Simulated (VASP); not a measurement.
An input for Quantum ESPRESSO's pw.x (written as the equivalent of a VASP run, and not itself run):

```
&CONTROL
  calculation = 'vc-relax'
  pseudo_dir = './pseudo'
  outdir = './out'
  tprnfor = .true.
  tstress = .true.
  nstep = 60
  forc_conv_thr = 0.00078
/
&SYSTEM
  ibrav = 0
  nat = 4
  ntyp = 2
  ecutwfc = 86
  occupations = 'smearing'
  smearing = 'gaussian'
  degauss = 0.003675
  input_dft = 'pbesol'
/
&ELECTRONS
  conv_thr = 7.3e-08
  electron_maxstep = 100
/
&IONS
/
&CELL
/
ATOMIC_SPECIES
  Mg 24.305 Mg.upf
  Se 78.971 Se.upf
CELL_PARAMETERS angstrom
     4.2174349    0.0000000    0.0000000
    -2.1087175    3.6524055    0.0000000
    -0.0000000    0.0000000    6.7965928
ATOMIC_POSITIONS crystal
  Mg   0.6666670  0.3333330  0.4982071
  Mg   0.3333330  0.6666670  0.9982071
  Se   0.6666670  0.3333330  0.8767929
  Se   0.3333330  0.6666670  0.3767929
K_POINTS automatic
  6 6 3 0 0 0
```

**Question.** Translate this input to VASP (INCAR, KPOINTS, POSCAR, choice of POTCAR).

**Answer.** This is not unique; one that fits is 
### POSCAR
```
MgSe
1
    4.2174349280     0.0000000000     0.0000000000
   -2.1087174640     3.6524055259     0.0000000000
   -0.0000000000     0.0000000000     6.7965927676
Mg Se
2 2
Direct
  0.6666670000   0.3333330000   0.4982070978
  0.3333330000   0.6666670000   0.9982070978
  0.6666670000   0.3333330000   0.8767929022
  0.3333330000   0.6666670000   0.3767929022
```

File KPOINTS:
```
Automatic
0
G
6 6 3
0 0 0
```

INCAR:
```
ALGO=Normal
EDIFF=1E-6
EDIFFG=-0.02
ENCUT=400
GGA=PS
IBRION=2
ISIF=3
ISMEAR=0
LASPH=.True.
LCHARG=.False.
LMAXMIX=4
LREAL=.False.
LWAVE=.False.
NELM=100
NSW=60
PREC=Accurate
SIGMA=0.05
SYSTEM=MgSe
```

POTCAR, in this order: Mg Se (PBE.64 set). Program: vasp_std.

Limits of the translation: the potentials are each code's own (VASP's PAW set, PseudoDojo norm-conserving files in pw.x), so ENCUT and ecutwfc are chosen apart and not converted; conv_thr bounds pw.x's estimated SCF error, while EDIFF bounds the energy change between steps; forc_conv_thr acts on force components and is met together with etot_conv_thr.

The structure comes from a computed database's MgSe entry (P6_3mc); how it stands against other phases isn't given here. It was relaxed first. The start is the result of an earlier pass.
